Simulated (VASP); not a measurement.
Given:

```
Tl
1.0
    1.77694    -3.07775     0.00000
    1.77694     3.07775     0.00000
    0.00000     0.00000     5.65134
Tl
2
Direct
  0.33333   0.66667   0.25000
  0.66667   0.33333   0.75000
```

Computed with revPBE GGA, VASP's PBE PAW potentials (set 64) (plane waves; VASP). Settings: 520 eV cut-off, 12×12×7 Γ-centred mesh, first-order Methfessel-Paxton smearing of 0.10 eV, potentials Tl_d.

Problem. The ions and cell shape at fixed volume are relaxed. What does this cell relax into?

Solution. 
```
Tl
1.0
    1.79994    -3.11759     0.00000
    1.79994     3.11759     0.00000
    0.00000     0.00000     5.50783
Tl
2
Direct
  0.33333   0.66667   0.25000
  0.66667   0.33333   0.75000
```
Space group P6_3/mmc (194), at a tolerance of 0.03 Å.

Problem. How much energy does the relaxation gain?

Solution. The energy (σ→0) changes by -3.9 meV/atom, in 4 ionic steps.

```csv
step,E(σ→0) (eV),max force (eV/Å),pressure (GPa),volume (Å³)
1,-3.7802,0.000,1.59,61.81
2,-3.7839,0.000,1.62,61.81
3,-3.7876,0.000,1.73,61.81
4,-3.7880,0.000,1.70,61.81
```

The compound is Tl in the hcp structure. This cell is one point of a volume scan, at 0.94 of the reference volume. Symmetry was kept, so distortions that lower it aren't found.
